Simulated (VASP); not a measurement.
A convergence study with VASP on Ni3Si (L1_2): a few settings are varied, all else stays as given below, so the limit is that of these other settings.

```xyz
4
Lattice="3.5100 0.0000 0.0000 0.0000 3.5100 0.0000 0.0000 0.0000 3.5100" Properties=species:S:1:pos:R:3 pbc="T T T"
Si     0.0000     0.0000     0.0000
Ni     0.0000     1.7550     1.7550
Ni     1.7550     0.0000     1.7550
Ni     1.7550     1.7550     0.0000
```

Level of theory: PBE GGA, VASP's PBE PAW potentials (set 64) (plane waves; VASP 6.6.1). The last row used: 550 eV cut-off, 16×16×16 Γ-centred mesh, second-order Methfessel-Paxton smearing of 0.40 eV, potentials Si Ni.

| setting | E (eV/atom) | pressure (GPa) | irreducible k-points |
|---|---|---|---|
| ISMEAR = -1, SIGMA = 0.01, 5×5×5 mesh | -5.9201 | -0.78 | 10 |
| ISMEAR = -1, SIGMA = 0.1, 5×5×5 mesh | -5.9210 | -0.59 | 10 |
| ISMEAR = 0, SIGMA = 0.01, 5×5×5 mesh | -5.9200 | -0.78 | 10 |
| ISMEAR = 0, SIGMA = 0.1, 5×5×5 mesh | -5.9202 | -0.74 | 10 |
| ISMEAR = 1, SIGMA = 0.01, 5×5×5 mesh | -5.9200 | -0.78 | 10 |
| ISMEAR = 1, SIGMA = 0.2, 5×5×5 mesh | -5.9203 | -0.77 | 10 |
| ISMEAR = 2, SIGMA = 0.05, 5×5×5 mesh | -5.9201 | -0.79 | 10 |
| ISMEAR = 2, SIGMA = 0.2, 5×5×5 mesh | -5.9203 | -0.77 | 10 |
| ISMEAR = -1, SIGMA = 0.01, 10×10×10 mesh | -5.9201 | -0.71 | 56 |
| ISMEAR = -1, SIGMA = 0.2, 10×10×10 mesh | -5.9146 | 0.19 | 56 |
| ISMEAR = 0, SIGMA = 0.01, 10×10×10 mesh | -5.9200 | -0.71 | 56 |
| ISMEAR = 0, SIGMA = 0.2, 10×10×10 mesh | -5.9203 | -0.63 | 56 |
| ISMEAR = 1, SIGMA = 0.01, 10×10×10 mesh | -5.9200 | -0.71 | 56 |
| ISMEAR = 1, SIGMA = 0.4, 10×10×10 mesh | -5.9208 | -0.89 | 56 |
| ISMEAR = 2, SIGMA = 0.05, 10×10×10 mesh | -5.9200 | -0.71 | 56 |
| ISMEAR = 2, SIGMA = 0.4, 10×10×10 mesh | -5.9201 | -0.74 | 56 |
| ISMEAR = -1, SIGMA = 0.05, 16×16×16 mesh | -5.9201 | -0.66 | 165 |
| ISMEAR = -1, SIGMA = 0.2, 16×16×16 mesh | -5.9146 | 0.19 | 165 |
| ISMEAR = 0, SIGMA = 0.05, 16×16×16 mesh | -5.9199 | -0.70 | 165 |
| ISMEAR = 0, SIGMA = 0.2, 16×16×16 mesh | -5.9202 | -0.62 | 165 |
| ISMEAR = 1, SIGMA = 0.05, 16×16×16 mesh | -5.9199 | -0.71 | 165 |
| ISMEAR = 1, SIGMA = 0.4, 16×16×16 mesh | -5.9207 | -0.89 | 165 |
| ISMEAR = 2, SIGMA = 0.1, 16×16×16 mesh | -5.9200 | -0.71 | 165 |
| ISMEAR = 2, SIGMA = 0.4, 16×16×16 mesh | -5.9200 | -0.73 | 165 |

Left out are rungs that failed or repeat a setting and relaxations that didn't move; long series are thinned to 24 rows.

The compound is Ni3Si in the L1_2 structure. The cell was not relaxed at this level. The run is not spin-polarised, so no magnetic state was tried.
